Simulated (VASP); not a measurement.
Data:

```xyz
2
Lattice="0.0000 3.0429 3.0429 3.0429 0.0000 3.0429 3.0429 3.0429 0.0000" Properties=species:S:1:pos:R:3 pbc="T T T"
In     0.0000     0.0000     0.0000
As     1.5215     1.5215     1.5215
```

Level of theory: r2SCAN+rVV10, VASP's PBE PAW potentials (set 64) (plane waves; VASP). Run with 520 eV cut-off, 8×8×8 Γ-centred mesh, Gaussian smearing of 0.050 eV, potentials In_d As.

Unless said otherwise, spin-orbit coupling is left out, though it shifts the bands of the heavy elements here.

Estimate the energy per atom (σ→0), band gap (on the k-mesh) with the smallest direct gap where there is one.

* **band gap (on the k-mesh)**: 0.12 eV
* **smallest direct gap (on the k-mesh)**: 0.12 eV
* **energy per atom (σ→0)**: -18.767 eV/atom

Only differences to runs with the same potentials and settings are physical.

The compound is InAs in the zinc blende structure. It was relaxed first.
